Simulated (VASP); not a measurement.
An input for Ansatz (written as the equivalent of a VASP run, and not itself run):

Ansatz 0.2 input:
```yaml
crystal:
  lattice:
    - [-2.5399915, 2.5399915, 2.5399915]
    - [2.5399915, -2.5399915, 2.5399915]
    - [2.5399915, 2.5399915, -2.5399915]
  atoms:
    - { symbol: Ba, position: [0.0000000, 0.0000000, 0.0000000] }
kpoints:
  mp_grid: { grid: [9, 9, 9] }
hamiltonian:
  xc: r2scan
  pseudopotentials: { kind: paw }
scf:
  occupations: { method: methfessel_paxton, width: 0.1 }
  max_iter: 100
relax:
  max_steps: 30
  f_tol: 0.001
output: { forces: true, stress: true, eigenvalues: true }
```

Question: Translate this input to VASP (INCAR, KPOINTS, POSCAR, choice of POTCAR).

Answer: This is not unique; one that fits is 
**INCAR**
```
SYSTEM=Ba
PREC=Accurate; ENCUT=400; LREAL=F
LASPH=T
EDIFF=1E-8; NELM=100; ALGO=Normal
LMAXMIX=4; LMIXTAU=T
ISMEAR=1; SIGMA=0.1
METAGGA=R2SCAN
IBRION=1; NSW=30; ISIF=2
EDIFFG=-0.001
LWAVE=F; LCHARG=F
```

**POSCAR**
```
Ba
1.0
 -2.5399915380   2.5399915380   2.5399915380
  2.5399915380  -2.5399915380   2.5399915380
  2.5399915380   2.5399915380  -2.5399915380
Ba
1
Direct
  0.0000000000   0.0000000000   0.0000000000
```

File KPOINTS:
```
Automatic mesh
0
Gamma
9 9 9
0 0 0
```

POTCAR, in this order: Ba_sv (PBE.64 set). Program: vasp_std.

The two are equivalent in intent, not identical: each code has its own PAW files, so the cut-off isn't converted (ENCUT is set for VASP's; basis.ecutwfc is left out, and Ansatz then takes the one that its files recommend); Ansatz stops its SCF on the density residual and VASP on the energy change (EDIFF).

The compound is Ba in the bcc structure. It was relaxed first. The start is the result of an earlier pass.
